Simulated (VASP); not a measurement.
Calculation: PBE GGA, VASP's PBE PAW potentials (set 64) (plane waves; VASP).

VASP ran on this input.

### POSCAR
```
WC
1
    1.4769016350    -2.5580687466     0.0000000000
    1.4769016350     2.5580687466     0.0000000000
    0.0000000000     0.0000000000     2.8765787650
W C
1 1
Direct
  0.0000000000   0.0000000000   0.0000000000
  0.3333330000   0.6666670000   0.5000000000
```

File KPOINTS:
```
Automatic
0
Gamma
14 14 13
0 0 0
```

### INCAR
```
GGA = PE   # PBE
ENCUT = 520   # plane-wave cut-off (eV)
EDIFF = 1E-7
SYSTEM = WC
LREAL = .FALSE.   # projection in real space or not
LMAXMIX = 6   # l cut-off of mixed one-centre charges
ISIF = 4
NELM = 100
ALGO = Normal
ISMEAR = 1
IBRION = 2
NSW = 30
LASPH = .TRUE.   # aspherical one-centre terms
LCHARG = .FALSE.
LWAVE = .FALSE.
EDIFFG = -0.01
SIGMA = 0.1   # width (eV)
PREC = Accurate
```

POTCAR, in this order: W_sv C (PBE.64 set). Program: vasp_std.

Output

OUTCAR:
```
 ion  position               nearest neighbor table
   1  0.000  0.000  0.000-   2 2.23   2 2.23   2 2.23   2 2.23   2 2.23   2 2.23
   2  0.333  0.667  0.500-   1 2.23   1 2.23   1 2.23   1 2.23   1 2.23   1 2.23
  LATTYP: Found a hexagonal cell.
 ALAT       =     2.9538033367
 C/A-ratio  =     0.9738558858
 Subroutine PRICEL returns:
 Original cell was already a primitive cell.
 Subroutine GETGRP returns: Found 12 space group operations
The static configuration has the point symmetry D_3h.
The dynamic configuration has the point symmetry D_3h.
 Subroutine INISYM returns: Found 12 space group operations
 Subroutine IBZKPT returns following result:
 Found    168 irreducible k-points:

 Following reciprocal coordinates:
            Coordinates               Weight
  0.000000  0.000000  0.000000      1.000000
  0.071429  0.000000  0.000000      6.000000
  0.142857  0.000000  0.000000      6.000000
  0.214286  0.000000  0.000000      6.000000
  0.285714  0.000000  0.000000      6.000000
  0.357143  0.000000  0.000000      6.000000
  0.428571  0.000000  0.000000      6.000000
  0.500000  0.000000  0.000000      3.000000
  0.071429  0.071429  0.000000      6.000000
  0.142857  0.071429  0.000000     12.000000
  0.214286  0.071429  0.000000     12.000000
  0.285714  0.071429  0.000000     12.000000
  0.357143  0.071429  0.000000     12.000000
  0.428571  0.071429  0.000000     12.000000
  0.142857  0.142857  0.000000      6.000000
  0.214286  0.142857  0.000000     12.000000
  0.285714  0.142857  0.000000     12.000000
  0.357143  0.142857  0.000000     12.000000
  0.428571  0.142857  0.000000      6.000000
  0.214286  0.214286  0.000000      6.000000
  0.285714  0.214286  0.000000     12.000000
  0.357143  0.214286  0.000000     12.000000
  0.285714  0.285714  0.000000      6.000000
...
```

OSZICAR:
```
       N       E                     dE             d eps       ncg     rms          rms(c)
DAV:   1     0.111201355278E+03    0.11120E+03   -0.98509E+03  4384   0.153E+03
DAV:   2    -0.215227227927E+02   -0.13272E+03   -0.12913E+03  5043   0.378E+02
DAV:   3    -0.254843227835E+02   -0.39616E+01   -0.39267E+01  5393   0.608E+01
DAV:   4    -0.255277669182E+02   -0.43444E-01   -0.43420E-01  4786   0.656E+00
DAV:   5    -0.255281465629E+02   -0.37964E-03   -0.37962E-03  5219   0.634E-01    0.296E+01
DAV:   6    -0.225412850358E+02    0.29869E+01   -0.10073E+01  4943   0.319E+01    0.741E+00
DAV:   7    -0.224570956321E+02    0.84189E-01   -0.50415E-01  4603   0.613E+00    0.553E+00
DAV:   8    -0.224296856858E+02    0.27410E-01   -0.88104E-02  4838   0.285E+00    0.796E-01
DAV:   9    -0.224285556252E+02    0.11301E-02   -0.41725E-03  4728   0.537E-01    0.154E-01
DAV:  10    -0.224284877630E+02    0.67862E-04   -0.31024E-04  5138   0.234E-01    0.761E-02
DAV:  11    -0.224284867107E+02    0.10523E-05   -0.22019E-05  4698   0.449E-02    0.116E-02
DAV:  12    -0.224284853892E+02    0.13215E-05   -0.59496E-06  4783   0.248E-02    0.314E-03
DAV:  13    -0.224284854332E+02   -0.44008E-07   -0.11028E-07  3119   0.364E-03
   1 F= -.22428485E+02 E0= -.22428535E+02  d E =-.224285E+02
       N       E                     dE             d eps       ncg     rms          rms(c)
DAV:   1    -0.224291467689E+02   -0.66138E-03   -0.24751E-02  4373   0.188E+00    0.131E-01
DAV:   2    -0.224286491121E+02    0.49766E-03   -0.10446E-03  4653   0.319E-01    0.705E-02
DAV:   3    -0.224284647240E+02    0.18439E-03   -0.37910E-04  4718   0.178E-01    0.227E-02
DAV:   4    -0.224284625980E+02    0.21260E-05   -0.16947E-05  4873   0.404E-02    0.994E-03
DAV:   5    -0.224284620714E+02    0.52658E-06   -0.16005E-06  4668   0.122E-02    0.224E-03
DAV:   6    -0.224284619711E+02    0.10038E-06   -0.20749E-07  3350   0.459E-03    0.629E-04
DAV:   7    -0.224284619716E+02   -0.56934E-09   -0.14817E-08  2199   0.137E-03
   2 F= -.22428462E+02 E0= -.22428504E+02  d E =0.234615E-04
       N       E                     dE             d eps       ncg     rms          rms(c)
DAV:   1    -0.224287397904E+02   -0.27782E-03   -0.75504E-03  4373   0.104E+00    0.724E-02
DAV:   2    -0.224285876999E+02    0.15209E-03   -0.31800E-04  4653   0.176E-01    0.390E-02
DAV:   3    -0.224285310826E+02    0.56617E-04   -0.11776E-04  4718   0.990E-02    0.123E-02
DAV:   4    -0.224285307293E+02    0.35329E-06   -0.50384E-06  4858   0.220E-02    0.540E-03
DAV:   5    -0.224285307385E+02   -0.92109E-08   -0.47524E-07  4603   0.663E-03
   3 F= -.22428531E+02 E0= -.22428577E+02  d E =-.453054E-04
```

OUTCAR:
```
------------------------ aborting loop because EDIFF is reached ----------------------------------------
  FORCE on cell =-STRESS in cart. coord.  units (eV):
  Direction    XX          YY          ZZ          XY          YZ          ZX
  --------------------------------------------------------------------------------------
  Total       -1.4313054     -1.4313055     -1.4272515      0.0000000     -0.0000000      0.0000000
  in kB     -105.5049550   -105.5049611   -105.2061277      0.0000000     -0.0000000      0.0000000
  external PRESSURE =    -105.4053479 kB  Pullay stress =       0.0000000 kB
  volume of cell :       21.74
      direct lattice vectors                 reciprocal lattice vectors
     1.477498998 -2.559103407  0.000000000     0.338409705 -0.195380929  0.000000000
     1.477498998  2.559103407  0.000000000     0.338409705  0.195380929  0.000000000
    -0.000000000  0.000000000  2.874253198    -0.000000000  0.000000000  0.347916461
 POSITION                                       TOTAL-FORCE (eV/Angst)
 -----------------------------------------------------------------------------------
      0.00000      0.00000      0.00000         0.000000     -0.000000      0.000000
      1.47750      0.85304      1.43713        -0.000000      0.000000      0.000000
 -----------------------------------------------------------------------------------
    total drift:                                0.000000     -0.000394     -0.000000
  FREE ENERGIE OF THE ION-ELECTRON SYSTEM (eV)
  ---------------------------------------------------
  free  energy   TOTEN  =       -22.4285307385 eV

  energy  without entropy=      -22.4286703408  energy(sigma->0) =      -22.42857727

 reached required accuracy - stopping structural energy minimisation
```
(Selected blocks of OUTCAR.)

File CONTCAR:
```
WC
   1.00000000000000
     1.4774989977257369   -2.5591034068954150    0.0000000000000000
     1.4774989977257369    2.5591034068954150    0.0000000000000000
    -0.0000000000000000    0.0000000000000000    2.8742531977663011
  W               C
     1     1
Direct
     0.0000000000000000    0.0000000000000000    0.0000000000000000
     0.3333330000000032    0.6666669999999968    0.5000000000000000
```

The compound is WC in the wc structure. This cell is one point of a volume scan, at 1.03 of the reference volume. Symmetry was kept, so distortions that lower it aren't found.
